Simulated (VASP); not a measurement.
Computed with PBE GGA, VASP's PBE PAW potentials (set 64) (plane waves; VASP).

A VASP calculation is set up with these files.

### KPOINTS
```
K-points
0
Gamma
7 7 7
0 0 0
```

### POSCAR
```
CdS
1.0
  0.0000000000   2.9100000000   2.9100000000
  2.9100000000   0.0000000000   2.9100000000
  2.9100000000   2.9100000000   0.0000000000
Cd S
1 1
Cart
  0.0000000000   0.0000000000   0.0000000000
  1.4550000000   1.4550000000   1.4550000000
```

### INCAR
```
NSW  =  60
NELM  =  100   # most electronic steps
SYSTEM  =  CdS
IBRION  =  2   # conjugate gradients
EDIFF  =  1E-6   # SCF stop (eV)
EDIFFG  =  -0.01
LCHARG  =  .False.
ISMEAR  =  0
LASPH  =  .True.   # aspherical one-centre terms
ENCUT  =  520   # plane-wave cut-off (eV)
ALGO  =  Normal   # blocked Davidson
LMAXMIX  =  4   # l cut-off of mixed one-centre charges
GGA  =  PE   # PBE
ISIF  =  3   # ions, shape and volume
LWAVE  =  .False.
SIGMA  =  0.05
LREAL  =  .False.
PREC  =  Accurate
```

POTCAR, in this order: Cd S (PBE.64 set). Program: vasp_std.

The resulting files:

File OSZICAR:
```
       N       E                     dE             d eps       ncg     rms          rms(c)
DAV:   1     0.108843881663E+03    0.10884E+03   -0.93594E+03   528   0.126E+03
DAV:   2    -0.175478572648E+01   -0.11060E+03   -0.10495E+03   560   0.298E+02
DAV:   3    -0.662114499489E+01   -0.48664E+01   -0.48488E+01   635   0.644E+01
DAV:   4    -0.665672054181E+01   -0.35576E-01   -0.35557E-01   585   0.548E+00
DAV:   5    -0.665724282440E+01   -0.52228E-03   -0.52228E-03   630   0.651E-01    0.855E+00
DAV:   6    -0.613276553781E+01    0.52448E+00   -0.10438E+00   737   0.143E+01    0.669E+00
DAV:   7    -0.611333297263E+01    0.19433E-01   -0.21970E-01   545   0.377E+00    0.327E+00
DAV:   8    -0.611359773908E+01   -0.26477E-03   -0.21841E-02   565   0.227E+00    0.320E-01
DAV:   9    -0.611338961307E+01    0.20813E-03   -0.29498E-03   610   0.932E-01    0.822E-02
DAV:  10    -0.611353017607E+01   -0.14056E-03   -0.29606E-04   550   0.188E-01    0.754E-02
DAV:  11    -0.611360431231E+01   -0.74136E-04   -0.11012E-04   548   0.122E-01    0.224E-02
DAV:  12    -0.611359820289E+01    0.61094E-05   -0.50266E-05   608   0.103E-01    0.867E-03
DAV:  13    -0.611359931262E+01   -0.11097E-05   -0.46345E-06   530   0.186E-02    0.483E-03
DAV:  14    -0.611359929280E+01    0.19820E-07   -0.12031E-07   310   0.319E-03
   1 F= -.61135993E+01 E0= -.61135993E+01  d E =-.611360E+01
       N       E                     dE             d eps       ncg     rms          rms(c)
DAV:   1    -0.718694927856E+01   -0.10733E+01   -0.22752E+01   550   0.674E+01    0.931E+00
DAV:   2    -0.627160346218E+01    0.91535E+00   -0.21020E+00   570   0.234E+01    0.332E+00
DAV:   3    -0.615926138842E+01    0.11234E+00   -0.26305E-01   560   0.649E+00    0.297E+00
DAV:   4    -0.614370668628E+01    0.15555E-01   -0.18971E-02   535   0.125E+00    0.738E-01
DAV:   5    -0.614262663396E+01    0.10801E-02   -0.24554E-03   605   0.670E-01    0.137E-01
DAV:   6    -0.614268829672E+01   -0.61663E-04   -0.38639E-04   530   0.232E-01    0.905E-02
DAV:   7    -0.614271092389E+01   -0.22627E-04   -0.39873E-05   555   0.558E-02    0.394E-02
DAV:   8    -0.614270799233E+01    0.29316E-05   -0.96054E-06   605   0.479E-02    0.301E-03
DAV:   9    -0.614270851608E+01   -0.52375E-06   -0.61412E-07   370   0.680E-03
   2 F= -.61427085E+01 E0= -.61427085E+01  d E =-.291092E-01
       N       E                     dE             d eps       ncg     rms          rms(c)
DAV:   1    -0.622227557596E+01   -0.79568E-01   -0.15605E+00   565   0.167E+01    0.203E+00
DAV:   2    -0.615376670023E+01    0.68509E-01   -0.17457E-01   580   0.674E+00    0.694E-01
DAV:   3    -0.614704432906E+01    0.67224E-02   -0.20422E-02   550   0.165E+00    0.582E-01
DAV:   4    -0.614652448325E+01    0.51985E-03   -0.10259E-03   525   0.378E-01    0.137E-01
DAV:   5    -0.614648124625E+01    0.43237E-04   -0.18545E-04   630   0.212E-01    0.496E-02
DAV:   6    -0.614649077903E+01   -0.95328E-05   -0.34071E-05   540   0.745E-02    0.186E-02
DAV:   7    -0.614649021284E+01    0.56619E-06   -0.24085E-06   564   0.116E-02
   3 F= -.61464902E+01 E0= -.61464902E+01  d E =-.328909E-01
```

OUTCAR:
```
------------------------ aborting loop because EDIFF is reached ----------------------------------------
  FORCE on cell =-STRESS in cart. coord.  units (eV):
  Direction    XX          YY          ZZ          XY          YZ          ZX
  --------------------------------------------------------------------------------------
  Total        0.0115060      0.0115060      0.0115060      0.0000000     -0.0000000      0.0000000
  in kB        0.3524144      0.3524144      0.3524144      0.0000000     -0.0000000      0.0000000
  external PRESSURE =       0.3524144 kB  Pullay stress =       0.0000000 kB
  volume of cell :       52.31
      direct lattice vectors                 reciprocal lattice vectors
     0.000000000  2.968366123  2.968366123    -0.168442833  0.168442833  0.168442833
     2.968366123  0.000000000  2.968366123     0.168442833 -0.168442833  0.168442833
     2.968366123  2.968366123  0.000000000     0.168442833  0.168442833 -0.168442833
  FREE ENERGIE OF THE ION-ELECTRON SYSTEM (eV)
  ---------------------------------------------------
  free  energy   TOTEN  =        -6.1464902128 eV

  energy  without entropy=       -6.1464902128  energy(sigma->0) =       -6.14649021

 reached required accuracy - stopping structural energy minimisation
```
(Selected blocks of OUTCAR.)

### CONTCAR
```
CdS
   1.00000000000000
     0.0000000000000000    2.9683661228521068    2.9683661228521068
     2.9683661228521068    0.0000000000000000    2.9683661228521068
     2.9683661228521068    2.9683661228521068    0.0000000000000000
  Cd              S
     1     1
Direct
     0.0000000000000000    0.0000000000000000    0.0000000000000000
     0.2500000000000000    0.2500000000000000    0.2500000000000000
```

Energy and stress use the plane-wave basis of the starting cell.

The compound is CdS in the zinc blende structure, a metastable form; wurtzite is the usual one. This run relaxes it. Symmetry was kept, so distortions that lower it aren't found.
